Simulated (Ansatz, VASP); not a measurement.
# Cross-check of CaHfSe3 between VASP and Ansatz

Aim: how closely do two programs agree when they are given the same cell, functional and k mesh? The cell is generated by rule, not measured, and may not be a known phase. The cell is taken from a series of runs on this material, whose earlier steps may have relaxed, scaled, displaced or heated it; both programs get it as it stands.

Calculated with Ansatz 0.2.0; plane waves, with VASP 6.6.1 beside it; zone-centre phonons at LDA.

The structure was built from a prototype and need not be the compound's stable phase.

### 1. The structure

It takes space group Pm-3m (No. 221, cubic). Conventional cell: a = 5.075 Å, b = 5.075 Å, c = 5.075 Å, α = 90.00°, β = 90.00°, γ = 90.00°. Nearest to Ca lie 12 Se at 3.59 Å. Nearest to Hf lie 6 Se at 2.54 Å. Nearest to Se lie 2 Hf at 2.54 Å and 4 Ca at 3.59 Å. Farther neighbours and most contacts between anions are not listed.

Structure file:

```cif
data_structure
_symmetry_space_group_name_H-M 'Pm-3m'
_symmetry_Int_Tables_number 221
_cell_length_a 5.0746
_cell_length_b 5.0746
_cell_length_c 5.0746
_cell_angle_alpha 90.000
_cell_angle_beta 90.000
_cell_angle_gamma 90.000
_cell_volume 130.68
loop_
_atom_site_label
_atom_site_type_symbol
_atom_site_symmetry_multiplicity
_atom_site_Wyckoff_symbol
_atom_site_fract_x
_atom_site_fract_y
_atom_site_fract_z
_atom_site_occupancy
Ca1 Ca 1 a 0.00000 0.00000 0.00000 1
Hf1 Hf 1 b 0.50000 0.50000 0.50000 1
Se1 Se 3 c 0.50000 0.50000 0.00000 1
```

### 2. Ansatz: zone-centre phonons, LDA

Ansatz runs on its PAW soft_1 files.

Second derivatives magnify differences that forces hide, and they need a tight electronic threshold.

Input file input.yaml:

```yaml
crystal:
  lattice:
    - [5.0745860677, 0.0, 0.0]
    - [0.0, 5.0745860677, 0.0]
    - [0.0, 0.0, 5.0745860677]
  atoms:
    - { symbol: Ca, position: [0.0, 0.0, 0.0] }
    - { symbol: Hf, position: [0.5, 0.5, 0.5] }
    - { symbol: Se, position: [0.5, 0.5, 0.0] }
    - { symbol: Se, position: [0.5, 0.0, 0.5] }
    - { symbol: Se, position: [0.0, 0.5, 0.5] }
kpoints:
  mp_grid: { grid: [8, 8, 8] }
hamiltonian:
  xc: lda
  pseudopotentials: { kind: paw, azcp: { folder: soft_1 }, xc_functional: pbe }
scf:
  occupations: { method: methfessel_paxton, width: 0.2 }
output:
  eigenvalues: true
phonons:
  method: dfpt
```

Started as:

```console
$ ansatz run input.yaml --threads 4 --pin off --max-ram 16384MiB --backend cpu --events-out ev --progress --plain --runs-dir out
```

Numbers of over 12 decimals in the logs are rounded to 6 here.

Output:

```text
zone centre: on kpoints.mp_grid the ground state, and the responses unless they are solved on pairs of k-points, stand on 125 of the mesh's 512 k-points, reduced under 8 symmetry operations, with k and −k counted as one. Each operation leaves every solved displacement unchanged or reverses it
Engine: ansatz 0.2.0, aarch64-unknown-linux-gnu
Pseudopotentials: kind: paw
Pseudopotential: Ca, paw, valence charge 10, recommended cutoff 420 eV (normal), soft_1/Ca.paw.azcp
Pseudopotential: Hf, paw, valence charge 26, recommended cutoff 420 eV (normal), soft_1/Hf.paw.azcp
Pseudopotential: Se, paw, valence charge 16, recommended cutoff 420 eV (normal), soft_1/Se.paw.azcp
Functional definition: SPW92
  exchange = slater_x
  correlation = pw_c
Crystal: 5 atoms, lattice volume = 130.678 Å³
Basis set: ecut = 420 eV, 2517 PW (Γ), exchange–correlation on 72×72×72 points (8 copies of the dense FFT grid, shifted against one another)
Bands: 51, of which v1, the nominal top of the filled ones, is band 42 counted from 1 (41 counted from 0)
Symmetry: 48 space group operations
k-points: 125 of 512 (irreducible under 8 space group operations)
Non-local potential: Ca, projectors of the file, l = 0: 3, l = 1: 2, l = 2: 2
Non-local potential: Hf, projectors of the file, l = 0: 3, l = 1: 2, l = 2: 2, l = 3: 3
Non-local potential: Se, projectors of the file, l = 0: 2, l = 1: 2, l = 2: 3, l = 3: 1
PAW form: soft (Blöchl's): semilocal exchange-correlation on the pseudo side does not see the compensation charge
PAW frozen core: Ca, regenerated for the run's functional, and the local potential with it (the file was generated under x = pbe(κ = 0.804, μ = 0.219515), c = pbe(β = 0.066725))
PAW frozen core: Hf, regenerated for the run's functional, and the local potential with it (the file was generated under x = pbe(κ = 0.804, μ = 0.219515), c = pbe(β = 0.066725))
PAW frozen core: Se, regenerated for the run's functional, and the local potential with it (the file was generated under x = pbe(κ = 0.804, μ = 0.219515), c = pbe(β = 0.066725))
PAW one-centre angular grid: Ca, 110 points (default); XC on 64 Gauss nodes
PAW one-centre angular grid: Hf, 590 points (default); XC on 64 Gauss nodes
PAW one-centre angular grid: Se, 590 points (default); XC on 64 Gauss nodes
Initial density: superposition of atomic densities (chi_scale 0.1, normalization cell, long waves kept (reshape's long-wave potential 0.00 eV rms))
Initial wavefunctions: pseudopotential atomic-orbital guess
Functional: x = slater, c = lda
SCF iter   1: F=—  HF=-33412.011462 eV  |F-HF|=—  |Δ(HF+E_count)|=         —  Δρ=1.02e-1  dr2=3.14e1  ethr=3.10e-3  ⟨swp⟩=8.0  Hψ=24957  notcnv=0
preconditioner: auto → Kerker (q_TF=auto, 2.535 Å⁻¹)  [metal: Δε(μ)=0.058 eV  Ē_g=12.027 eV  σ=0.200 eV  W_gap=0.24  n_scr=32 (ndim 8)  ℏωp=20.0 eV  f_vac=0.002  D(μ)=1.61/eV (n_scr^D=6)]
SCF iter   2: F=—  HF=-33407.626045 eV  |F-HF|=—  |Δ(HF+E_count)|=    4.39e0  S|Δr|=    0.00e0  Δρ=4.62e-2  dr2=6.76e0  ethr=3.10e-3  ⟨swp⟩=3.0  Hψ=14223  notcnv=0  defer=232
SCF iter   3: F=—  HF=-33406.384831 eV  |F-HF|=—  |Δ(HF+E_count)|=    1.24e0  S|Δr|=    0.00e0  Δρ=1.76e-2  dr2=9.78e-1  ethr=3.10e-3  ⟨swp⟩=3.1  Hψ=10347  notcnv=0  defer=229
SCF iter   4: F=—  HF=-33406.049179 eV  |F-HF|=—  |Δ(HF+E_count)|=   3.36e-1  S|Δr|=    0.00e0  Δρ=8.72e-3  dr2=2.07e-1  ethr=1.16e-3  ⟨swp⟩=2.1  Hψ=13358  notcnv=0  defer=310
SCF iter   5: F=—  HF=-33406.034332 eV  |F-HF|=—  |Δ(HF+E_count)|=   1.48e-2  S|Δr|=    0.00e0  Δρ=3.04e-3  dr2=1.91e-2  ethr=2.46e-4  ⟨swp⟩=2.3  Hψ=12811  notcnv=0  defer=322
SCF iter   6: F=—  HF=-33406.028696 eV  |F-HF|=—  |Δ(HF+E_count)|=   5.64e-3  S|Δr|=    0.00e0  Δρ=1.06e-3  dr2=2.64e-3  ethr=2.28e-5  ⟨swp⟩=2.3  Hψ=11149  notcnv=0  defer=313
SCF iter   7: F=—  HF=-33406.028223 eV  |F-HF|=—  |Δ(HF+E_count)|=   4.73e-4  S|Δr|=    0.00e0  Δρ=5.00e-4  dr2=8.38e-4  ethr=3.14e-6  ⟨swp⟩=2.0  Hψ=11156  notcnv=0  defer=313
SCF iter   8: F=—  HF=-33406.028060 eV  |F-HF|=—  |Δ(HF+E_count)|=   1.62e-4  S|Δr|=    0.00e0  Δρ=1.34e-4  dr2=4.35e-5  ethr=9.97e-7  ⟨swp⟩=2.1  Hψ=11141  notcnv=0  defer=313
SCF iter   9: F=—  HF=-33406.028062 eV  |F-HF|=—  |Δ(HF+E_count)|=   1.70e-6  S|Δr|=    0.00e0  Δρ=4.21e-5  dr2=5.35e-6  ethr=5.18e-8  ⟨swp⟩=2.1  Hψ=9134  notcnv=0  defer=313
SCF iter  10: F=—  HF=-33406.028060 eV  |F-HF|=—  |Δ(HF+E_count)|=   1.85e-6  S|Δr|=    0.00e0  Δρ=1.27e-5  dr2=2.62e-7  ethr=6.37e-9  ⟨swp⟩=2.0  Hψ=10346  notcnv=0  defer=343
SCF iter  11: F=—  HF=-33406.028060 eV  |F-HF|=—  |Δ(HF+E_count)|=   4.17e-8  S|Δr|=    0.00e0  Δρ=3.85e-6  dr2=3.55e-8  ethr=3.12e-10  ⟨swp⟩=2.0  Hψ=11240  notcnv=0  defer=343
SCF iter  12: F=—  HF=-33406.028060 eV  |F-HF|=—  |Δ(HF+E_count)|=   6.38e-9  S|Δr|=    0.00e0  Δρ=1.20e-6  dr2=2.90e-9  ethr=4.23e-11  ⟨swp⟩=2.0  Hψ=8804  notcnv=0  defer=343
SCF iter  13: F=—  HF=-33406.028060 eV  |F-HF|=—  |Δ(HF+E_count)|=  6.04e-10  S|Δr|=    0.00e0  Δρ=5.59e-7  dr2=6.77e-10  ethr=3.45e-12  ⟨swp⟩=2.0  Hψ=11132  notcnv=0  defer=343
SCF iter  14: F=—  HF=-33406.028060 eV  |F-HF|=—  |Δ(HF+E_count)|=  1.46e-11  S|Δr|=    0.00e0  Δρ=2.74e-7  dr2=1.08e-10  ethr=1.00e-12  ⟨swp⟩=2.0  Hψ=11276  notcnv=0  defer=343
SCF iter  15: F=—  HF=-33406.028060 eV  |F-HF|=—  |Δ(HF+E_count)|=  1.89e-10  S|Δr|=    0.00e0  Δρ=1.01e-7  dr2=1.96e-11  ethr=1.00e-12  ⟨swp⟩=2.7  Hψ=10298  notcnv=0  defer=343
SCF iter  16: F=-33406.028060 eV  HF=-33406.028060 eV  |F-HF|=1.46e-11  |Δ(HF+E_count)|=    0.00e0  S|Δr|=    0.00e0  Δρ=3.11e-8  dr2=1.91e-12  ethr=1.00e-12  ⟨swp⟩=12.6  Hψ=38579  notcnv=0
SCF 1 converged in 16 iterations: F = -33406.028060 eV  dr2 = 1.91e-12
  greatest PAW one-centre occupation: 1.000 electrons in one spin orbital (limit 2), on the Se atom at site 4 (counted from 0), in its partial waves of l = 2
DFPT response loops at Γ: preconditioner auto → Kerker (q_TF=auto, 2.535 Å⁻¹) (partly filled bands, converged f_vac=0.048); β = 1.00, the filter's whole step (`scf.mixing.beta` (0.50) is not read by the response loops under this deck's `scf.mixing.preconditioner`; to damp them name `kerker` or `kerker_dos`, under which they read `scf.mixing.beta`, and type it under 1.00, their step now; both keys bind the ground state too); Broyden in place of MSR1
SCF converged after 16 iterations
Stability not checked: this state was not tested for a lower state beside it, because cold or Methfessel-Paxton smearing, or corrected tetrahedra, fill the levels in a way that the test cannot read (fill_not_monotonic; see scf.lower_state_search)
Free energy (F): -33406.028060 eV
Harris-Foulkes:  -33406.028060 eV  (|F-HF|=1.46e-11)
Internal energy: -33406.029819 eV  (E = F + TS)
E sigma→0 (E₀):  -33406.028500 eV
Entropy (-TS):   0.001758 eV (0.352 meV/atom)
Fermi energy:    9.017455 eV
Step filling:    the computed levels leave a gap of 0.0188 eV = 0.1 smearing widths at the electron count; against every level under it full and every level over it empty, smearing changes F+E_penalty+E_count by -0.152 meV and its σ→0 estimate by -0.592 meV
--- Per-component energies (eV) ---
  E_band       = -1506.379309
  E_kinetic    = 997.791971
  E_local      = -18304.875610  (includes V_loc(G=0)·N_el)
  E_nonlocal   = -885.145170
  E_hartree    = 9048.099918
  E_xc         = -646.395682
  E_vxc        = -686.538088  (∫ρ·V_xc dr)
  E_paw        = -14415.160962  (= ΣΔE_a)
  E_vpaw       = -723.811235  (= ΣTr[D̂ρ^β])
  E_aug_tail   = -0.001041  (compensation charges beyond the density's cutoff)
  E_ewald      = -9209.735576
  E_core_change = 9.392334  (= ΣΔE_core)
  E_smearing   = 0.001758  (= −TS)
  E_closure    = 0.000000  (closes the sum)
  Σ components = -33406.028060   (vs F -33406.028060, Δ=0.00e0)
--- Band table (eV; the first three rows and the last of 125) ---
  k-point 0: bands = [... 38 lower, 7.5877, 8.4281, 8.4281, 8.4281, 9.0198, 9.0198, 9.0198, 9.7706, ... 5 higher]
  k-point 1: bands = [... 38 lower, 7.4363, 7.7779, 8.2565, 8.2565, 9.0472, 9.6103, 9.6103, 10.0781, ... 5 higher]
  k-point 2: bands = [... 38 lower, 6.7520, 7.1330, 8.1593, 8.1593, 9.1178, 10.5576, 10.5576, 10.7667, ... 5 higher]
  k-point 124: bands = [... 38 lower, 4.8669, 9.0386, 9.0386, 9.0386, 10.0206, 11.2859, 11.2859, 11.2859, ... 5 higher]
--- Phonons (Γ-DFPT): 4 representative perturbations + reference, on 125 of 512 k-points (Σ response iterations 13) ---
  k mesh reduced under 8 symmetry operations, with k and −k counted as one. Each operation leaves every solved displacement unchanged or reverses it
  ASR residual: 4.439e-5 → 0.000e0 eV/Å²; symmetrization residual: 4.996e-6 eV/Å²
  ASR residual per site (eV/Å²): 2.85e-6 1.04e-5 4.44e-5 4.44e-5 4.44e-5
  Γ frequencies (cm⁻¹): -118.68 -118.68 -118.68 -77.97 -77.97 -77.97 -45.48 -45.48 -45.48 0.00 0.00 0.00 250.37 250.37 250.37
  non-analytic LO–TO correction: not included (Born effective charges unavailable; polar crystals: no LO–TO splitting at Γ)
```

The column dr2 measures how far the density is from self-consistency, as an energy; F and HF (Harris–Foulkes) agree once it is small.

(Continued in part 2 of 3.)

[Lines on the potential files, build, host, timing and source positions are cut from VASP's logs without a mark.]

[Logs are printed without paths, hosts, clocks, repeated set-up lines and the standing remarks that a program may print on its own settings, such as how far it seeks lower states.]

[Hosts, paths, dates, database ids (printed as entryN), source tags and the programs' standing remarks are cut or masked in the printed files.]
